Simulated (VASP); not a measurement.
Consider the following.

```yaml
crystal:
  lattice:
    - [0.00000, 2.73279, 2.73279]
    - [2.73279, 0.00000, 2.73279]
    - [2.73279, 2.73279, 0.00000]
  atoms:
    - { symbol: Ca, position: [0.00000, 0.00000, 0.00000] }
    - { symbol: F, position: [0.25000, 0.25000, 0.25000] }
    - { symbol: F, position: [0.75000, 0.75000, 0.75000] }
```

All values below come from optB88-vdW, VASP's PBE PAW potentials (set 64) (plane waves; VASP 6.6.1). Numerical set-up: 520 eV cut-off, 8×8×8 Γ-centred mesh, tetrahedra with Blöchl corrections, potentials Ca_sv F.

Predict the energy per atom (σ→0), band gap (on the k-mesh) with the smallest direct gap where there is one.

- band gap (on the k-mesh) = 7.23 eV
- smallest direct gap (on the k-mesh) = 7.49 eV
- energy per atom (σ→0) = -3.860 eV/atom

Only differences to runs with the same potentials and settings are physical.

The compound is CaF2 in the fluorite structure. It was relaxed first.
